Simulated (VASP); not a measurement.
Data:

```xyz
3
Lattice="1.8913 -3.2759 0.0000 1.8913 3.2759 0.0000 0.0000 0.0000 6.1844" Properties=species:S:1:pos:R:3 pbc="T T T"
Zr     0.0000     0.0000     0.0000
Se     1.8913     1.0920     1.5835
Se     1.8913    -1.0920     4.6009
```

All values below come from PBE GGA with D3 dispersion (zero damping), VASP's PBE PAW potentials (set 64) (plane waves; VASP 6.6.1). Settings: 520 eV cut-off, Gaussian smearing of 0.050 eV, potentials Zr_sv Se.

Q: Give the energies of bands 7 to 15 at the high-symmetry points, in eV from the valence-band maximum.

A: 
| band | Γ | M | K | A | L | H |
|---|---|---|---|---|---|---|
| 7 | -4.76 | -4.61 | -3.77 | -3.57 | -4.70 | -3.73 |
| 8 | -2.63 | -2.96 | -3.57 | -2.58 | -3.67 | -3.73 |
| 9 | -2.63 | -2.72 | -3.57 | -2.58 | -2.65 | -3.34 |
| 10 | -0.03 | -2.46 | -2.35 | -2.19 | -2.59 | -2.46 |
| 11 | -0.03 | -2.23 | -2.35 | -0.22 | -1.00 | -2.05 |
| 12 | 0.00 | -1.36 | -1.78 | -0.22 | -0.99 | -2.05 |
| 13 | 1.05 | 0.47 | 1.76 | 1.02 | 0.26 | 1.81 |
| 14 | 1.05 | 2.54 | 2.57 | 1.02 | 2.54 | 2.12 |
| 15 | 1.44 | 2.91 | 2.57 | 1.87 | 2.89 | 2.12 |

The gap is indirect, 0.26 eV, from the valence maximum at Γ to the conduction minimum at L.

The compound is ZrSe2 in the 1T layered structure. It was relaxed first.
